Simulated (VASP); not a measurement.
Given:

```yaml
crystal:
  lattice:
    - [-3.40325, 3.40325, 2.67265]
    - [3.40325, -3.40325, 2.67265]
    - [3.40325, 3.40325, -2.67265]
  atoms:
    - { symbol: Zr, position: [0.34860, 0.15140, 0.50000] }
    - { symbol: Zr, position: [0.65140, 0.84860, 0.50000] }
    - { symbol: Zr, position: [0.15140, 0.65140, 0.80280] }
    - { symbol: Zr, position: [0.84860, 0.34860, 0.19720] }
    - { symbol: Al, position: [0.25000, 0.25000, 0.00000] }
    - { symbol: Al, position: [0.75000, 0.75000, 0.00000] }
```

The numbers are results of PBEsol GGA, VASP's PBE PAW potentials (set 64) (plane waves; VASP), not measurements. Run with 300 eV cut-off, 5×5×5 Γ-centred mesh, Gaussian smearing of 0.10 eV, potentials Zr_sv Al.

Q: Give the energies of bands 18 to 31 at the high-symmetry points, in eV from the Fermi level.

A: 
| band | Γ | X | M | Z | P | N |
|---|---|---|---|---|---|---|
| 18 | -3.34 | -4.03 | -3.46 | -4.23 | -5.45 | -5.52 |
| 19 | -2.11 | -2.77 | -3.09 | -3.01 | -2.78 | -2.40 |
| 20 | -1.60 | -2.36 | -3.09 | -3.01 | -2.78 | -2.40 |
| 21 | -1.60 | -1.59 | -2.12 | -1.53 | -0.83 | -1.49 |
| 22 | -1.59 | -1.48 | -1.44 | -1.52 | -0.83 | -1.49 |
| 23 | -0.86 | -1.03 | -0.78 | -0.70 | -0.59 | -0.48 |
| 24 | -0.86 | -0.95 | -0.78 | -0.70 | -0.59 | -0.48 |
| 25 | -0.83 | -0.86 | -0.34 | -0.32 | -0.41 | -0.32 |
| 26 | -0.43 | -0.73 | -0.22 | -0.19 | -0.41 | -0.32 |
| 27 | -0.29 | 0.17 | 0.06 | 0.00 | -0.24 | 0.18 |
| 28 | -0.29 | 0.25 | 0.39 | 0.88 | -0.24 | 0.18 |
| 29 | 1.53 | 1.29 | 0.77 | 0.88 | 0.57 | 0.64 |
| 30 | 1.79 | 1.33 | 0.77 | 0.90 | 0.57 | 0.64 |
| 31 | 2.10 | 1.49 | 1.24 | 1.10 | 2.44 | 1.90 |

It has no gap at this level: it comes out as a metal or semimetal.

The structure comes from a computed database's Zr2Al entry (I4/mcm); how it stands against other phases isn't given here. The cell was not relaxed at this level.
